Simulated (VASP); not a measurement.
Consider the following.

```
As2Te3
1.0
    7.07692    -2.00876    -0.11946
    7.07692     2.00876    -0.11946
   -0.87599     0.00000     9.72581
Te As
6 4
Cartesian
  0.16974   0.00000   2.76864
 13.10811   0.00000   6.71825
 10.77704   0.00000   3.12818
  2.50081   0.00000   6.35871
  5.30206   0.00000   0.26939
  7.97579   0.00000   9.21750
  8.32661   0.00000   4.21066
  4.95123   0.00000   5.27623
  2.72295   0.00000   1.33745
 10.55490   0.00000   8.14944
```

These are PBEsol GGA, VASP's PBE PAW potentials (set 64) (plane waves; VASP 6.6.1) values and carry that method's errors. Numerical set-up: 400 eV cut-off, 7×7×3 Γ-centred mesh, tetrahedra with Blöchl corrections, potentials Te As.

The cores are frozen, which limits the accuracy of field gradients. Without a dispersion term in the relaxation, distances and binding between the weakly bound layers, chains or molecules are unreliable, and so is what depends on them.

Give the principal components of the electric field gradient (V/Å²) and the asymmetry η at each nucleus.

```json
[
 {"atom": "Te1", "Vxx": "155.9", "Vyy": "86.2", "Vzz": "-242.1", "η": "0.29"},
 {"atom": "Te2", "Vxx": "155.9", "Vyy": "86.2", "Vzz": "-242.1", "η": "0.29"},
 {"atom": "Te3", "Vxx": "-204.6", "Vyy": "-89.7", "Vzz": "294.2", "η": "0.39"},
 {"atom": "Te4", "Vxx": "-204.6", "Vyy": "-89.7", "Vzz": "294.2", "η": "0.39"},
 {"atom": "Te5", "Vxx": "19.8", "Vyy": "7.7", "Vzz": "-27.5", "η": "0.44"},
 {"atom": "Te6", "Vxx": "19.8", "Vyy": "7.7", "Vzz": "-27.5", "η": "0.44"},
 {"atom": "As7", "Vxx": "50.6", "Vyy": "31.3", "Vzz": "-81.9", "η": "0.24"},
 {"atom": "As8", "Vxx": "50.6", "Vyy": "31.3", "Vzz": "-81.9", "η": "0.24"},
 {"atom": "As9", "Vxx": "-23.7", "Vyy": "-4.8", "Vzz": "28.5", "η": "0.66"},
 {"atom": "As10", "Vxx": "-23.7", "Vyy": "-4.8", "Vzz": "28.5", "η": "0.66"}
]
```

The structure comes from a computed database's Te3As2 entry (C2/m); how it stands against other phases isn't given here. It was relaxed first, which changed the volume by -10 %.
